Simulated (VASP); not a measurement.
**SiClH3: relaxation of the atoms with PBE**

SiClH3, in a box:

```xyz
5
Lattice="12.0000 0.0000 0.0000 0.0000 12.0000 0.0000 0.0000 0.0000 12.0000" Properties=species:S:1:pos:R:3 pbc="T T T"
Si    5.4546    5.5908    6.1152
Cl    7.4094    5.0312    6.4751
H     4.6335    5.0874    7.2303
H     5.0370    4.9824    4.8340
H     5.3567    7.0599    6.0361
```

The cell isn't the ideal one: atoms moved at random, drawn with an rms of 0.02 Å.

- Program: VASP 6.6.1
- Task: relaxation of the atoms
- Functional: PBE
- Potentials or basis: VASP PAW PBE potentials, release 64 (Si, Cl, H)
- Cutoff: 520 eV
- k mesh: 1 × 1 × 1
- Occupations: gaussian, width 0.01 eV
- Spin: no spin polarisation
- Further INCAR settings: ALGO = Normal; EDIFF = 1e-06; IBRION = 2; EDIFFG = -0.005; NSW = 60

The energy gained by relaxing is 1.2 meV/atom. The ionic steps are 15 and the largest force after relaxing is 0.005 eV/Å. The gap between the frontier levels is 6.46 eV.

Forces on the atoms (eV/Å):
```
Si   0.000  0.002 -0.004
Cl   0.002 -0.002  0.001
H   -0.002 -0.002  0.004
H    0.000 -0.002 -0.002
H    0.000  0.004  0.000
```

The path:
| step | energy change (eV) | largest force (eV/Å) | pressure (GPa) |
| --- | --- | --- | --- |
| 1 | 0.0000 | 0.2644 | 0.03 |
| 2 | -0.0037 | 0.2289 | 0.00 |
| 3 | -0.0041 | 0.1324 | 0.01 |
| 4 | -0.0050 | 0.0542 | -0.01 |
| 5 | -0.0050 | 0.0543 | -0.01 |
| 6 | -0.0054 | 0.0482 | -0.01 |
| 7 | -0.0056 | 0.0935 | -0.01 |
| 8 | -0.0058 | 0.0668 | -0.01 |
| 9 | -0.0060 | 0.0152 | -0.01 |
| 10 | -0.0060 | 0.0157 | 0.00 |
| 11 | -0.0060 | 0.0139 | 0.00 |
| 12 | -0.0060 | 0.0095 | 0.00 |
| 13 | -0.0060 | 0.0117 | 0.00 |
| 14 | -0.0060 | 0.0114 | 0.00 |
| 15 | -0.0060 | 0.0049 | 0.00 |

Final structure:
```
Si Cl H
1.0
    12.00000    0.00000    0.00000
     0.00000   12.00000    0.00000
     0.00000    0.00000   12.00000
Si Cl H
1 1 3
Direct
  0.45459 0.46532 0.50965
  0.61806 0.42067 0.53945
  0.38462 0.42317 0.60292
  0.41883 0.41451 0.40235
  0.44816 0.58897 0.50319
```

Levels at points of the mesh, in eV from the valence-band top:
```
           k point  band 4  band 5  band 6  band 7  band 8  band 9  band 10  band 11
(0.00, 0.00, 0.00)   -1.67   -1.67    0.00    0.00    6.46    7.00     7.63     7.68
```

It took 8.5 min on 1 thread of AMD EPYC 7R13 Processor (Zen 3), on a shared host, peak memory 1.4 GiB.
